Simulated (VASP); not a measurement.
Calculation: modified Becke-Johnson potential (mBJ), VASP's LDA PAW potentials (set 64) (plane waves; VASP).

Input for VASP

### INCAR
```
SYSTEM=CsPbBr3
PREC=Accurate; ENCUT=400; LREAL=F
LASPH=T
EDIFF=1E-6; NELM=200; ALGO=Normal
LMAXMIX=4; LMIXTAU=T
ISMEAR=0; SIGMA=0.05
METAGGA=MBJ
ISIF=0
LWAVE=F; LCHARG=F
```

**KPOINTS**
```
Regular mesh
0
G
 5 5 5
0 0 0
```

**KPOINTS_OPT**
```
k-points along high-symmetry lines
16
Line-mode
Reciprocal
  0.000000   0.000000   0.000000 ! GAMMA
  0.000000   0.500000   0.000000 ! X

  0.000000   0.500000   0.000000 ! X
  0.500000   0.500000   0.000000 ! M

  0.500000   0.500000   0.000000 ! M
  0.000000   0.000000   0.000000 ! GAMMA

  0.000000   0.000000   0.000000 ! GAMMA
  0.500000   0.500000   0.500000 ! R

  0.500000   0.500000   0.500000 ! R
  0.000000   0.500000   0.000000 ! X

  0.500000   0.500000   0.500000 ! R
  0.500000   0.500000   0.000000 ! M
```

**POSCAR**
```
CsPbBr3
1
    5.7206712868     0.0000000000     0.0000000000
    0.0000000000     5.7206712868     0.0000000000
    0.0000000000     0.0000000000     5.7206712868
Cs Pb Br
1 1 3
Direct
  0.0000000000   0.0000000000   0.0000000000
  0.5000000000   0.5000000000   0.5000000000
  0.5000000000   0.0000000000   0.5000000000
  0.0000000000   0.5000000000   0.5000000000
  0.5000000000   0.5000000000   0.0000000000
```

POTCAR, in this order: Cs_sv Pb_d Br (LDA.64 set). Program: vasp_std. Read from the step before: WAVECAR.

**OSZICAR**
```
...
DAV: 167    -0.223357337904E+03   -0.11203E+02   -0.22122E+03   920   0.593E+02    0.276E+02
DAV: 168    -0.652363307146E+03   -0.42901E+03   -0.45809E+03   876   0.766E+02    0.600E+02
DAV: 169    -0.365866184109E+03    0.28650E+03   -0.54952E+03   716   0.671E+02    0.387E+02
DAV: 170    -0.329720325722E+03    0.36146E+02   -0.11366E+03   606   0.364E+02    0.827E+02
DAV: 171    -0.352069394163E+03   -0.22349E+02   -0.42887E+02   610   0.215E+02    0.748E+02
DAV: 172    -0.387545735574E+03   -0.35476E+02   -0.35095E+02   862   0.197E+02    0.743E+02
DAV: 173    -0.376812985769E+03    0.10733E+02   -0.65356E+02   552   0.514E+02    0.772E+02
DAV: 174    -0.376653116672E+03    0.15987E+00   -0.54740E+02   700   0.537E+02    0.793E+02
DAV: 175    -0.367094451792E+03    0.95587E+01   -0.37812E+03   520   0.340E+03    0.811E+02
DAV: 176    -0.422465586147E+03   -0.55371E+02   -0.11080E+03   680   0.395E+02    0.664E+02
DAV: 177    -0.437863016828E+03   -0.15397E+02   -0.64903E+02   656   0.178E+02    0.536E+02
DAV: 178    -0.474719421389E+03   -0.36856E+02   -0.22531E+03   550   0.729E+02    0.768E+02
DAV: 179    -0.404840111748E+03    0.69879E+02   -0.27824E+03   632   0.171E+03    0.419E+02
DAV: 180    -0.100426223495E+04   -0.59942E+03   -0.50900E+03   800   0.288E+02    0.358E+03
DAV: 181    -0.439223339497E+03    0.56504E+03   -0.73068E+03   620   0.116E+03    0.174E+03
DAV: 182    -0.176044230214E+03    0.26318E+03   -0.18309E+03   694   0.398E+02    0.888E+02
DAV: 183    -0.235099541991E+03   -0.59055E+02   -0.15116E+03   570   0.476E+02    0.102E+03
DAV: 184    -0.174504811271E+03    0.60595E+02   -0.81409E+02   736   0.318E+02    0.985E+02
DAV: 185    -0.131541301644E+03    0.42964E+02   -0.15463E+03   594   0.123E+03    0.879E+02
DAV: 186    -0.203201361126E+03   -0.71660E+02   -0.63382E+02   612   0.230E+02    0.878E+02
DAV: 187    -0.217281819022E+03   -0.14080E+02   -0.57092E+02   682   0.252E+02    0.794E+02
DAV: 188    -0.230514413214E+03   -0.13233E+02   -0.37121E+02   690   0.213E+02    0.789E+02
DAV: 189    -0.216307563192E+03    0.14207E+02   -0.32360E+03   546   0.122E+03    0.811E+02
DAV: 190    -0.252683096259E+03   -0.36376E+02   -0.49771E+02   660   0.319E+02    0.798E+02
DAV: 191    -0.442996804534E+03   -0.19031E+03   -0.11525E+03   772   0.347E+02    0.730E+02
DAV: 192    -0.264526267766E+03    0.17847E+03   -0.34301E+02   694   0.258E+02    0.735E+02
DAV: 193    -0.256462303272E+03    0.80640E+01   -0.47612E+02   550   0.220E+02    0.749E+02
DAV: 194    -0.443299730769E+03   -0.18684E+03   -0.77456E+02   692   0.312E+02    0.743E+02
DAV: 195    -0.288015575326E+03    0.15528E+03   -0.47630E+02   608   0.185E+02    0.758E+02
DAV: 196    -0.278297050758E+03    0.97185E+01   -0.29359E+02   668   0.161E+02    0.690E+02
DAV: 197    -0.256399373560E+03    0.21898E+02   -0.12207E+03   620   0.415E+02    0.724E+02
DAV: 198    -0.235667946479E+03    0.20731E+02   -0.39756E+02   550   0.211E+02    0.685E+02
DAV: 199    -0.264389541018E+03   -0.28722E+02   -0.26109E+02   740   0.200E+02    0.662E+02
DAV: 200    -0.399515728096E+03   -0.13513E+03   -0.73800E+02   694   0.635E+02
   1 F= -.39951573E+03 E0= -.39950588E+03  d E =-.196882E-01
       N       E                     dE             ncg
       N       E                     dE             ncg
       N       E                     dE             ncg
       N       E                     dE             ncg
       N       E                     dE             ncg
       N       E                     dE             ncg
       N       E                     dE             ncg
       N       E                     dE             ncg
       N       E                     dE             ncg
       N       E                     dE             ncg
```

The electronic loop did not converge. What happens with NELM = 300, IMIX = 1, AMIX = 0.1?

Convergence was not reached.
File OSZICAR:
```
...
DAV: 272    -0.489925614191E+03   -0.76308E+01   -0.17612E+02   540   0.923E+01    0.293E+02
DAV: 273    -0.708640813768E+03   -0.21872E+03   -0.17859E+03   680   0.354E+02    0.175E+02
DAV: 274    -0.761590355575E+03   -0.52950E+02   -0.50502E+03   780   0.228E+02    0.121E+03
DAV: 275    -0.504067855866E+03    0.25752E+03   -0.39296E+03   566   0.317E+02    0.379E+02
DAV: 276    -0.485699481459E+03    0.18368E+02   -0.63358E+02   662   0.125E+02    0.229E+02
DAV: 277    -0.479545106998E+03    0.61544E+01   -0.16354E+02   570   0.692E+01    0.300E+02
DAV: 278    -0.504211847191E+03   -0.24667E+02   -0.48636E+02   520   0.214E+02    0.196E+02
DAV: 279    -0.481126156943E+03    0.23086E+02   -0.30982E+02   520   0.132E+02    0.238E+02
DAV: 280    -0.166584147772E+05   -0.16177E+05   -0.16703E+05   956   0.120E+04    0.386E+03
DAV: 281    -0.494880251795E+03    0.16164E+05   -0.23161E+04   754   0.115E+03    0.398E+02
DAV: 282    -0.651995641061E+03   -0.15712E+03   -0.10428E+04   878   0.646E+02    0.328E+02
DAV: 283    -0.491337636547E+03    0.16066E+03   -0.28310E+03   664   0.397E+02    0.717E+02
DAV: 284    -0.488465420763E+03    0.28722E+01   -0.18088E+03   588   0.292E+02    0.109E+02
DAV: 285    -0.940319688064E+03   -0.45185E+03   -0.46234E+03   772   0.609E+02    0.412E+02
DAV: 286    -0.599074266614E+03    0.34125E+03   -0.53439E+03   752   0.457E+02    0.399E+02
DAV: 287    -0.508188462369E+03    0.90886E+02   -0.26806E+03   552   0.242E+02    0.354E+02
DAV: 288    -0.506551040369E+03    0.16374E+01   -0.73455E+02   522   0.149E+02    0.487E+02
DAV: 289    -0.485150646090E+03    0.21400E+02   -0.58522E+02   524   0.244E+02    0.436E+01
DAV: 290    -0.486282510316E+03   -0.11319E+01   -0.20013E+02   524   0.119E+02    0.792E+01
DAV: 291    -0.689574730822E+03   -0.20329E+03   -0.21832E+03   764   0.486E+02    0.520E+01
DAV: 292    -0.543798025062E+03    0.14578E+03   -0.34283E+03   704   0.593E+02    0.310E+02
DAV: 293    -0.505440870821E+03    0.38357E+02   -0.17971E+03   520   0.219E+02    0.255E+02
DAV: 294    -0.503039979943E+03    0.24009E+01   -0.69511E+02   520   0.181E+02    0.229E+02
DAV: 295    -0.477712871706E+03    0.25327E+02   -0.36008E+02   620   0.127E+02    0.119E+02
DAV: 296    -0.493956563699E+03   -0.16244E+02   -0.35760E+02   520   0.113E+02    0.195E+02
DAV: 297    -0.484280924710E+03    0.96756E+01   -0.94543E+01   520   0.603E+01    0.206E+02
DAV: 298    -0.505768823455E+03   -0.21488E+02   -0.39250E+02   668   0.951E+01    0.922E+02
DAV: 299    -0.525727100518E+03   -0.19958E+02   -0.19125E+03   600   0.265E+02    0.129E+02
DAV: 300    -0.522132291004E+03    0.35948E+01   -0.22046E+02   544   0.129E+02
   1 F= -.52213229E+03 E0= -.52213229E+03  d E =-.500520E-17
       N       E                     dE             ncg
       N       E                     dE             ncg
       N       E                     dE             ncg
       N       E                     dE             ncg
       N       E                     dE             ncg
       N       E                     dE             ncg
       N       E                     dE             ncg
       N       E                     dE             ncg
       N       E                     dE             ncg
       N       E                     dE             ncg
```

The compound is CsPbBr3 in the cubic perovskite structure, the ideal cubic form; the compound distorts at low or room temperature.
